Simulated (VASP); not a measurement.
All values below come from vdW-DF-cx, VASP's PBE PAW potentials (set 64) (plane waves; VASP 6.6.1).

The input files of a VASP run:

### POSCAR
```
AgCl
1
    0.0000000000     2.7358461651     2.7358461651
    2.7358461651     0.0000000000     2.7358461651
    2.7358461651     2.7358461651     0.0000000000
Ag Cl
1 1
Direct
  0.0000000000   0.0000000000   0.0000000000
  0.5000000000   0.5000000000   0.5000000000
```

### INCAR
```
SYSTEM = AgCl
PREC = Accurate
ENCUT = 520
EDIFF = 1E-7
NELM = 100
ALGO = Normal
LREAL = .FALSE.
LASPH = .TRUE.
ISMEAR = -5
GGA = CX
LUSE_VDW = .TRUE.
AGGAC = 0.0
LMAXMIX = 4
LWAVE = .FALSE.
LCHARG = .TRUE.
LORBIT = 11
NEDOS = 601
ISIF = 2
```

KPOINTS:
```
K-points
0
G
  9 9 9
```

POTCAR, in this order: Ag Cl (PBE.64 set). Program: vasp_std.

### Question
What will the output report for the number of irreducible k-points (NKPTS), largest plane-wave count, number of space-group operations, FFT grid (NGX, NGY, NGZ)?

### Answer

The number of irreducible k-points (NKPTS) comes out as 35, the largest plane-wave count is 1118 and the number of space-group operations is 48. The FFT grid (NGX, NGY, NGZ) comes out as 30 × 30 × 30.

The compound is AgCl in the rock salt structure. It was relaxed first.
